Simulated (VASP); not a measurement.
Output of a VASP run:

**OSZICAR**
```
       N       E                     dE             d eps       ncg     rms          rms(c)
DAV:   1     0.286158238329E+02    0.28616E+02   -0.76347E+03   638   0.118E+03
DAV:   2    -0.225071668288E+02   -0.51123E+02   -0.47219E+02   863   0.216E+02
DAV:   3    -0.248308491035E+02   -0.23237E+01   -0.23079E+01   776   0.361E+01
DAV:   4    -0.248585321700E+02   -0.27683E-01   -0.27675E-01   794   0.454E+00
DAV:   5    -0.248589686262E+02   -0.43646E-03   -0.43642E-03   846   0.498E-01    0.577E+01
DAV:   6    -0.207482149814E+02    0.41108E+01   -0.22390E+01   710   0.258E+01    0.368E+01
DAV:   7    -0.207283779842E+02    0.19837E-01   -0.74706E-01   761   0.706E+00    0.227E+01
DAV:   8    -0.207198130416E+02    0.85649E-02   -0.53012E-02   754   0.206E+00    0.601E+00
DAV:   9    -0.207142373573E+02    0.55757E-02   -0.21104E-02   746   0.835E-01    0.118E+00
DAV:  10    -0.207141134181E+02    0.12394E-03   -0.73894E-04   771   0.237E-01    0.194E-01
DAV:  11    -0.207141227401E+02   -0.93220E-05   -0.74301E-05   829   0.733E-02    0.548E-02
DAV:  12    -0.207141190764E+02    0.36637E-05   -0.19103E-05   761   0.325E-02    0.307E-02
DAV:  13    -0.207141186469E+02    0.42949E-06   -0.10539E-06   484   0.942E-03
   1 F= -.20714119E+02 E0= -.20714108E+02  d E =-.207141E+02
```

### OUTCAR
```
------------------------ aborting loop because EDIFF is reached ----------------------------------------
  FORCE on cell =-STRESS in cart. coord.  units (eV):
  Direction    XX          YY          ZZ          XY          YZ          ZX
  --------------------------------------------------------------------------------------
  Total        0.0082906      0.0082906      0.0082906      0.0000000      0.0000000      0.0000000
  in kB        0.4267412      0.4267412      0.4267412      0.0000000      0.0000000      0.0000000
  external PRESSURE =       0.4267412 kB  Pullay stress =       0.0000000 kB
  volume of cell :       31.13
      direct lattice vectors                 reciprocal lattice vectors
     0.000000000  2.496708553  2.496708553    -0.200263663  0.200263663  0.200263663
     2.496708553  0.000000000  2.496708553     0.200263663 -0.200263663  0.200263663
     2.496708553  2.496708553  0.000000000     0.200263663  0.200263663 -0.200263663
 POSITION                                       TOTAL-FORCE (eV/Angst)
 -----------------------------------------------------------------------------------
      0.00000      0.00000      0.00000        -0.000000     -0.000000     -0.000000
      1.24835      1.24835      1.24835         0.000000      0.000000      0.000000
 -----------------------------------------------------------------------------------
    total drift:                               -0.000000     -0.000000     -0.000000
  FREE ENERGIE OF THE ION-ELECTRON SYSTEM (eV)
  ---------------------------------------------------
  free  energy   TOTEN  =       -20.7141186469 eV

  energy  without entropy=      -20.7140970747  energy(sigma->0) =      -20.71410786

 reached required accuracy - stopping structural energy minimisation
```
(Selected blocks of OUTCAR.)

POSCAR:
```
HfC
1
    0.0000000000     2.4967085531     2.4967085531
    2.4967085531    -0.0000000000     2.4967085531
    2.4967085531     2.4967085531     0.0000000000
Hf C
1 1
Direct
  0.0000000000   0.0000000000   0.0000000000
  0.2500000000   0.2500000000   0.2500000000
```

Problem. Write an INCAR and KPOINTS that could have produced this output.

Solution. This is not unique; one that fits is the input of the run itself, PBEsol GGA, plane waves, VASP's PBE PAW potentials (set 64).

KPOINTS:
```
Automatic mesh
0
Gamma
8 8 8
0 0 0
```

### INCAR
```
LCHARG  =  .False.
EDIFF  =  1E-6
NELM  =  100   ! most electronic steps
EDIFFG  =  -0.01
ENCUT  =  520   ! plane-wave cut-off (eV)
NSW  =  60   ! most ionic steps
ISIF  =  3
PREC  =  Accurate
GGA  =  PS
ISMEAR  =  0   ! Gaussian
LASPH  =  .True.
IBRION  =  2
SIGMA  =  0.05   ! width (eV)
ALGO  =  Normal   ! blocked Davidson
LWAVE  =  .False.
SYSTEM  =  HfC
LMAXMIX  =  6
LREAL  =  .False.
```

POTCAR, in this order: Hf_pv C (PBE.64 set). Program: vasp_std.

The structure was generated: HfC was put into the zinc blende type (F-43m), which need not be its known phase. It was relaxed first, which changed the volume by -36 %. The start is the result of an earlier pass.
